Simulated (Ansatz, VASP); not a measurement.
# Cross-check of HfGe (NiAs type (invented)) between VASP and Ansatz

Wanted: the spread between two codes on one cell, functional and k mesh. The cell is generated by rule, not measured, and may not be a known phase. The cell is taken from a series of runs on this material, whose earlier steps may have relaxed, scaled, displaced or heated it; both programs get it as it stands.

Program: Ansatz 0.2.0. Level of theory: plane waves, with VASP 6.6.1 beside it; relaxation of cell and atoms at PBEsol. Results are calculated unless marked as measured.

**1. The structure**

It takes space group P6_3/mmc (No. 194, hexagonal). The conventional cell has a = 3.759 Å, b = 3.759 Å, c = 6.615 Å, α = 90.00°, β = 90.00°, γ = 120.00°. Nearest to Hf lie 6 Ge at 2.73 Å. Nearest to Ge lie 6 Hf at 2.73 Å. Farther neighbours are not listed.

Structure file:

```cif
data_structure
_symmetry_space_group_name_H-M 'P6_3/mmc'
_symmetry_Int_Tables_number 194
_cell_length_a 3.7591
_cell_length_b 3.7591
_cell_length_c 6.6155
_cell_angle_alpha 90.000
_cell_angle_beta 90.000
_cell_angle_gamma 120.000
_cell_volume 80.96
loop_
_atom_site_label
_atom_site_type_symbol
_atom_site_symmetry_multiplicity
_atom_site_Wyckoff_symbol
_atom_site_fract_x
_atom_site_fract_y
_atom_site_fract_z
_atom_site_occupancy
Hf1 Hf 2 a 0.00000 0.00000 0.00000 1
Ge1 Ge 2 c 0.33333 0.66667 0.25000 1
```

**2. Ansatz: relaxation of cell and atoms, PBEsol**

Ansatz runs on its default PAW (the set named soft_2) files.

The relaxed volume is the usual yardstick between codes: in a stiff, nearly cubic crystal its relative difference is about their pressure difference at one cell divided by the bulk modulus.

Input file input.yaml:

```yaml
crystal:
  lattice:
    - [3.7590882262, -2.731e-07, 0.0]
    - [-1.8795438766, 3.2554660355, 0.0]
    - [0.0, 0.0, 6.61547347]
  atoms:
    - { symbol: Hf, position: [0.0, 0.0, 0.0] }
    - { symbol: Hf, position: [0.0, 0.0, 0.5] }
    - { symbol: Ge, position: [0.3333333333, 0.6666666667, 0.25] }
    - { symbol: Ge, position: [0.6666666667, 0.3333333333, 0.75] }
kpoints:
  mp_grid: { grid: [15, 15, 6] }
hamiltonian:
  xc: pbesol
scf:
  occupations: { method: gaussian, width: 0.1 }
output:
  forces: true
  stress: true
  eigenvalues: true
relax:
  adjacent_minimum: "off"
  f_tol: 0.005
  max_steps: 80
  cell: { stress_tol: 0.05 }
```

Launch:

```bash
ansatz run input.yaml --threads 2 --pin off --max-ram 5120MiB --backend cpu --events-out ev --progress --plain --runs-dir out
```

Numbers of over 12 decimals in the logs are rounded to 6 here.

Log:

```text
Engine: ansatz 0.2.0, x86_64-unknown-linux-gnu
Pseudopotentials: kind: paw
Pseudopotential: Hf, paw, valence charge 26, recommended cutoff 420 eV (normal), Hf.paw.azcp
Pseudopotential: Ge, paw, valence charge 14, recommended cutoff 420 eV (normal), Ge.paw.azcp
Functional definition: PBEsol
  exchange = pbesol_x
  correlation = pbesol_c
Crystal: 4 atoms, lattice volume = 80.957 Å³
Basis set: ecut = 420 eV, 1583 PW (Γ), exchange–correlation on 54×54×90 points (8 copies of the dense FFT grid, shifted against one another)
Bands: 48, of which v1, the nominal top of the filled ones, is band 40 counted from 1 (39 counted from 0)
Symmetry: 24 space group operations
Space group: P63/mmc (ITA 194), of the structure as read, at distance tolerance 4.3e-5 Å
k-points: 108 of 1350
Non-local potential: Hf, projectors of the file, l = 0: 3, l = 1: 2, l = 2: 2, l = 3: 3
Non-local potential: Ge, projectors of the file, l = 0: 2, l = 1: 2, l = 2: 3, l = 3: 1
PAW form: soft (Blöchl's): semilocal exchange-correlation on the pseudo side does not see the compensation charge
PAW frozen core: Hf, regenerated for the run's functional, and the local potential with it (the file was generated under x = pbe(κ = 0.804, μ = 0.219515), c = pbe(β = 0.066725))
PAW frozen core: Ge, regenerated for the run's functional, and the local potential with it (the file was generated under x = pbe(κ = 0.804, μ = 0.219515), c = pbe(β = 0.066725))
PAW one-centre angular grid: Hf, 590 points (default); XC on 64 Gauss nodes
PAW one-centre angular grid: Ge, 590 points (default); XC on 64 Gauss nodes
Initial density: superposition of atomic densities (neutral atoms: chi_scale 0, normalization atom), corrected by the library's trained network
Initial wavefunctions: pseudopotential atomic-orbital guess
Functional: x = pbesol(κ = 0.804, μ = 0.123457), c = pbesol(β = 0.046)
SCF iter   1: F=—  HF=-39705.148257 eV  |F-HF|=—  |Δ(HF+E_count)|=         —  Δρ=3.27e-3  dr2=1.11e-2  ethr=1.77e-3  ⟨swp⟩=5.4  Hψ=15754  notcnv=0  defer=5
preconditioner: auto → Kerker (q_TF=auto, 2.723 Å⁻¹)  [metal: Δε(μ)=0.010 eV  Ē_g=19.224 eV  σ=0.100 eV  W_gap=0.06  n_scr=34 (ndim 8)  ℏωp=36.0 eV  f_vac=0.000  D(μ)=1.21/eV (n_scr^D=2)]
SCF iter   2: F=—  HF=-39705.145946 eV  |F-HF|=—  |Δ(HF+E_count)|=   2.31e-3  Δρ=1.92e-3  dr2=4.85e-3  ethr=1.38e-5  ⟨swp⟩=2.0  Hψ=9524  notcnv=0  defer=10
SCF iter   3: F=—  HF=-39705.144670 eV  |F-HF|=—  |Δ(HF+E_count)|=   1.28e-3  Δρ=8.32e-4  dr2=9.75e-4  ethr=6.06e-6  ⟨swp⟩=3.0  Hψ=8825  notcnv=0  defer=10
SCF iter   4: F=—  HF=-39705.144248 eV  |F-HF|=—  |Δ(HF+E_count)|=   4.22e-4  Δρ=2.96e-4  dr2=6.61e-5  ethr=1.22e-6  ⟨swp⟩=2.0  Hψ=9277  notcnv=0  defer=10
SCF iter   5: F=—  HF=-39705.144243 eV  |F-HF|=—  |Δ(HF+E_count)|=   5.05e-6  Δρ=1.21e-4  dr2=1.17e-5  ethr=8.26e-8  ⟨swp⟩=2.0  Hψ=9276  notcnv=0  defer=10
SCF iter   6: F=—  HF=-39705.144229 eV  |F-HF|=—  |Δ(HF+E_count)|=   1.41e-5  Δρ=4.62e-5  dr2=1.96e-6  ethr=1.46e-8  ⟨swp⟩=2.1  Hψ=9078  notcnv=0  defer=10
SCF iter   7: F=—  HF=-39705.144229 eV  |F-HF|=—  |Δ(HF+E_count)|=   4.20e-7  Δρ=1.51e-5  dr2=2.51e-7  ethr=2.45e-9  ⟨swp⟩=2.0  Hψ=9159  notcnv=0  defer=10
SCF iter   8: F=-39705.144229 eV  HF=-39705.144229 eV  |F-HF|=8.03e-9  |Δ(HF+E_count)|=   1.52e-7  Δρ=4.64e-6  dr2=2.82e-8  ethr=1.25e-10  ⟨swp⟩=8.3  Hψ=20666  notcnv=0
SCF 1 converged in 8 iterations: F = -39705.144229 eV  dr2 = 2.82e-8
  greatest PAW one-centre occupation: 0.998 electrons in one spin orbital (limit 2), on the Ge atom at site 3 (counted from 0), in its partial waves of l = 2
relax step   1: F+E_penalty+E_count = -39705.14422890 eV  Δ(F+E_penalty+E_count) = +0.000e0 eV  max|allowed force component| = 8.095e-17 eV/Å  Δτ_max = 0.0000 Å  P = -0.011 GPa  Ω = 80.957 Å³  (8 SCF iters, dr2 threshold 1.00e-7 eV, accepted)
Initial density: handed on by an earlier stage of this run
Initial wavefunctions: pseudopotential atomic-orbital guess (no wavefunctions were taken with the density)
iter 1 solved again at ethr=1.76e-8 eV; its pass at ethr=3.10e-3 eV (dr2=1.41e-5 eV) is discarded
SCF iter   1: F=—  HF=-39705.144227 eV  |F-HF|=—  |Δ(HF+E_count)|=         —  Δρ=4.59e-6  dr2=2.77e-8  ethr=1.76e-8  ⟨swp⟩=3.2  Hψ=30772  notcnv=0
preconditioner: auto → Kerker (q_TF=auto, 2.723 Å⁻¹)  [metal: Δε(μ)=0.012 eV  Ē_g=19.265 eV  σ=0.100 eV  W_gap=0.07  n_scr=34 (ndim 8)  ℏωp=36.0 eV  f_vac=0.000  D(μ)=1.20/eV (n_scr^D=2)]
SCF iter   2: F=—  HF=-39705.144229 eV  |F-HF|=—  |Δ(HF+E_count)|=   1.70e-6  Δρ=3.84e-6  dr2=1.66e-8  ethr=3.46e-11  ⟨swp⟩=2.1  Hψ=9560  notcnv=0
SCF iter   3: F=—  HF=-39705.144229 eV  |F-HF|=—  |Δ(HF+E_count)|=  8.59e-10  Δρ=1.86e-6  dr2=5.17e-9  ethr=2.08e-11  ⟨swp⟩=2.0  Hψ=6698  notcnv=0
SCF iter   4: F=—  HF=-39705.144229 eV  |F-HF|=—  |Δ(HF+E_count)|=   2.50e-9  Δρ=5.55e-7  dr2=2.56e-10  ethr=6.46e-12  ⟨swp⟩=2.0  Hψ=9503  notcnv=0
SCF iter   5: F=—  HF=-39705.144229 eV  |F-HF|=—  |Δ(HF+E_count)|=  2.62e-10  Δρ=2.77e-7  dr2=9.73e-11  ethr=1.00e-12  ⟨swp⟩=2.0  Hψ=7354  notcnv=0
SCF iter   6: F=-39705.144229 eV  HF=-39705.144229 eV  |F-HF|=1.46e-11  |Δ(HF+E_count)|=  2.18e-11  Δρ=8.51e-8  dr2=3.43e-12  ethr=1.00e-12  ⟨swp⟩=4.1  Hψ=17905  notcnv=0
SCF 2 converged in 6 iterations: F = -39705.144229 eV  dr2 = 3.43e-12
relax step   2: F+E_penalty+E_count = -39705.14422891 eV  Δ(F+E_penalty+E_count) = -7.123e-9 eV  max|allowed force component| = 8.095e-17 eV/Å  Δτ_max = 0.0000 Å  P = -0.011 GPa  Ω = 80.957 Å³  stress off target by 4.63e-2 GPa  SCF on the basis re-selected at this cell (its energy is not comparable with the rows above)  (6 SCF iters)
basis re-selected at this cell: Δ(F+E_penalty+E_count) = -7.123e-9 eV, ΔP = -0.000 GPa vs the last step (what re-selecting the basis moved, of the pressure what is left beyond the Pulay correction that the steps carried, after the strain that the cell walked since its last selection, with what the two solves' SCF thresholds leave and, on support functions, any second-order correction that the steps lacked; it is no m [...]
SCF converged after 6 iterations
Free energy (F): -39705.144229 eV
Harris-Foulkes:  -39705.144229 eV  (|F-HF|=1.46e-11)
Internal energy: -39705.138207 eV  (E = F + TS)
E sigma→0 (E₀):  -39705.141218 eV
Entropy (-TS):   -0.006022 eV (-1.506 meV/atom)
Fermi energy:    15.629403 eV
--- Per-component energies (eV) ---
  E_band       = -237.065221
  E_kinetic    = 1071.503558
  E_local      = -15255.537566  (includes V_loc(G=0)·N_el)
  E_nonlocal   = -1637.433905
  E_hartree    = 7015.381074
  E_xc         = -746.513157
  E_vxc        = -663.026680  (∫ρ·V_xc dr)
  E_paw        = -17570.707905  (= ΣΔE_a)
  E_vpaw       = 2216.666344  (= ΣTr[D̂ρ^β])
  E_aug_tail   = 0.000704  (compensation charges beyond the density's cutoff)
  E_ewald      = -12586.169065
  E_core_change = 4.338056  (= ΣΔE_core)
  E_smearing   = -0.006022  (= −TS)
  E_closure    = -0.000000  (closes the sum)
  Σ components = -39705.144229   (vs F -39705.144229, Δ=0.00e0)
--- Forces (eV/Å), atoms counted from 1 ---
  atom   1  Hf     0.00000000    -0.00000000     0.00000000
  atom   2  Hf     0.00000000     0.00000000     0.00000000
  atom   3  Ge     0.00000000     0.00000000    -0.00000000
  atom   4  Ge    -0.00000000    -0.00000000     0.00000000
  max |Σ_I F_I| component: 1.85e-17 eV/Å
--- Stress (GPa, compression-positive) ---
        0.006576       0.000000       0.000000
        0.000000       0.006576      -0.000000
        0.000000      -0.000000      -0.046262
  P = ⅓ Tr σ = -0.0110 GPa (-0.110 kbar)
--- Band table (eV; the first three rows and the last of 108) ---
  k-point 0: bands = [... 36 lower, 13.9819, 14.4872, 16.5109, 16.5109, 16.5409, 16.5409, 17.5452, 18.4468, ... 4 higher]
  k-point 1: bands = [... 36 lower, 14.0847, 14.3628, 16.1748, 16.1748, 16.6038, 16.6038, 17.3176, 18.2721, ... 4 higher]
  k-point 2: bands = [... 36 lower, 14.3876, 14.3876, 15.5028, 15.5028, 16.8752, 16.8752, 17.2537, 17.8111, ... 4 higher]
  k-point 107: bands = [... 36 lower, 12.6763, 12.6763, 13.7448, 13.7448, 16.5623, 16.5623, 18.0622, 18.0622, ... 4 higher]
--- Relaxed structure (1 steps of the walk, 1 accepted, 1 SCFs on fresh bases) ---
  F+E_penalty+E_count = -39705.14422891 eV   max|allowed force component| = 8.095e-17 eV/Å   (the final SCF, on the basis selected at the relaxed cell)
  cell:  # Å, volume = 80.9574 Å³
    - [3.759088, -2.7309333852360856e-7, 0.0]
    - [-1.879544, 3.255466, 0.0]
    - [0.0, 0.0, 6.61547347]
  atoms:
    - { symbol: Hf, position: [0.0, 0.0, 0.0] }
    - { symbol: Hf, position: [0.0, 0.0, 0.500000] }
    - { symbol: Ge, position: [0.333333, 0.666667, 0.250000] }
    - { symbol: Ge, position: [0.666667, 0.333333, 0.750000] }
```

In the SCF lines HF is the Harris–Foulkes energy and dr2 the Hartree energy of the density residual, in eV; the loop may stop once dr2 is under the threshold and the program's other checks hold. Hψ counts applications of the Hamiltonian.

[end of part 1 of 2]

[Lines on the potential files, build, host, timing and source positions are cut from VASP's logs without a mark.]

[Logs are printed without paths, hosts, clocks, repeated set-up lines and the standing remarks that a program may print on its own settings, such as how far it seeks lower states.]

[Hosts, paths, dates, database ids (printed as entryN), source tags and the programs' standing remarks are cut or masked in the printed files.]
